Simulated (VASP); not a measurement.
Calculation: PBEsol GGA with spin-orbit coupling, VASP's PBE PAW potentials (set 64) (plane waves; VASP).

Input for VASP

File KPOINTS_OPT:
```
k-points along high-symmetry lines
8
Line-mode
Reciprocal
  0.000000   0.000000   0.000000 ! GAMMA
  0.000000   0.500000   0.000000 ! X

  0.000000   0.500000   0.000000 ! X
  0.500000   0.500000   0.000000 ! M

  0.500000   0.500000   0.000000 ! M
  0.000000   0.000000   0.000000 ! GAMMA

  0.000000   0.000000   0.000000 ! GAMMA
  0.500000   0.500000   0.500000 ! R

  0.500000   0.500000   0.500000 ! R
  0.000000   0.500000   0.000000 ! X

  0.500000   0.500000   0.500000 ! R
  0.500000   0.500000   0.000000 ! M
```

### INCAR
```
SYSTEM = MnV
PREC = Accurate
ENCUT = 400
EDIFF = 1E-6
NELM = 100
ALGO = Normal
LREAL = .FALSE.
LASPH = .TRUE.
ISMEAR = 0
SIGMA = 0.05
GGA = PS
LMAXMIX = 4
LWAVE = .FALSE.
LCHARG = .FALSE.
LSORBIT = .TRUE.
MAGMOM = 0 0 0 0 0 0
GGA_COMPAT = .FALSE.
```

**POSCAR**
```
MnV
1
    2.8316065411    -0.0000000000     0.0000000000
    0.0000000000     2.8316065411     0.0000000000
   -0.0000000000     0.0000000000     2.8316065411
Mn V
1 1
Direct
  0.0000000000   0.0000000000   0.0000000000
  0.5000000000   0.5000000000   0.5000000000
```

**KPOINTS**
```
Automatic mesh
0
Gamma
12 12 12
0 0 0
```

POTCAR, in this order: Mn_pv V_sv (PBE.64 set). Program: vasp_ncl.

Q: Estimate the energy per atom (σ→0), band gap (over mesh and band path).

A: 
- energy per atom (σ→0): -9.998 eV/atom
- band gap (over mesh and band path): none (metal, semimetal or under 0.01 eV)

OSZICAR:
```
...
DAV:  10    -0.200092616804E+02    0.89436E-02   -0.31465E-01  6204   0.549E+00    0.162E+00
DAV:  11    -0.199980378536E+02    0.11224E-01   -0.35718E-02  6230   0.221E+00    0.560E-01
DAV:  12    -0.199966441248E+02    0.13937E-02   -0.46030E-03  6410   0.742E-01    0.200E-01
DAV:  13    -0.199965390168E+02    0.10511E-03   -0.16036E-04  7420   0.131E-01    0.147E-01
DAV:  14    -0.199964134002E+02    0.12562E-03   -0.68124E-04  6174   0.283E-01    0.647E-03
DAV:  15    -0.199964138540E+02   -0.45384E-06   -0.80764E-06  6698   0.317E-02
   1 F= -.19996414E+02 E0= -.19995905E+02  d E =-.101836E-02  mag=    -0.0000    -0.0000     0.0000
       N       E                     dE             ncg
```

The structure comes from a measured MnV entry (Pm-3m) of the Crystallography Open Database, whose conditions weren't checked. It was relaxed first, which changed the volume by -7 %.
